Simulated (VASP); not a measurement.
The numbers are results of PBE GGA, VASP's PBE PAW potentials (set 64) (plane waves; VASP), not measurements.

VASP ran on this input.

File POSCAR:
```
BP
1
    0.0000000000     2.3154000000     2.3154000000
    2.3154000000     0.0000000000     2.3154000000
    2.3154000000     2.3154000000     0.0000000000
B P
1 1
Direct
  0.0000000000   0.0000000000   0.0000000000
  0.2500000000   0.2500000000   0.2500000000
```

**INCAR**
```
PREC = Accurate
EDIFF = 1E-6
SYSTEM = BP
ISMEAR = 0   # Gaussian
LWAVE = .FALSE.
SIGMA = 0.05   # width (eV)
ALGO = Normal   # blocked Davidson
LCHARG = .FALSE.
LASPH = .TRUE.   # aspherical one-centre terms
NELM = 100   # most electronic steps
LREAL = .FALSE.   # projection in real space or not
ISIF = 2   # forces and stress, cell fixed
ENCUT = 525
GGA = PE   # PBE
```

**KPOINTS**
```
Automatic mesh
0
Gamma
9 9 9
```

POTCAR, in this order: B P (PBE.64 set). Program: vasp_std.

### Question
What does the run give for the energy per atom (σ→0), pressure?

### Answer

| Property | Value |
|---|---|
| energy per atom (σ→0) | -6.448 eV/atom |
| pressure | -8.05 GPa |

**OSZICAR**
```
...
DAV:   6    -0.129762899402E+02    0.50510E+00   -0.14331E+00   600   0.634E+00    0.362E+00
DAV:   7    -0.129029373844E+02    0.73353E-01   -0.19961E-01   832   0.274E+00    0.122E+00
DAV:   8    -0.128955588644E+02    0.73785E-02   -0.26195E-02   616   0.110E+00    0.190E-01
DAV:   9    -0.128958740883E+02   -0.31522E-03   -0.52500E-04   752   0.201E-01    0.983E-02
DAV:  10    -0.128960794871E+02   -0.20540E-03   -0.31058E-04   640   0.137E-01    0.274E-02
DAV:  11    -0.128960893949E+02   -0.99078E-05   -0.13409E-05   816   0.314E-02    0.272E-02
DAV:  12    -0.128960902080E+02   -0.81310E-06   -0.29078E-06   560   0.112E-02
   1 F= -.12896090E+02 E0= -.12896090E+02  d E =-.669834E-14
```

The compound is BP in the zinc blende structure. The cell was not relaxed at this level. The run is one of a series of settings (ENCUT = 525 against the base run), some of them coarse on purpose.
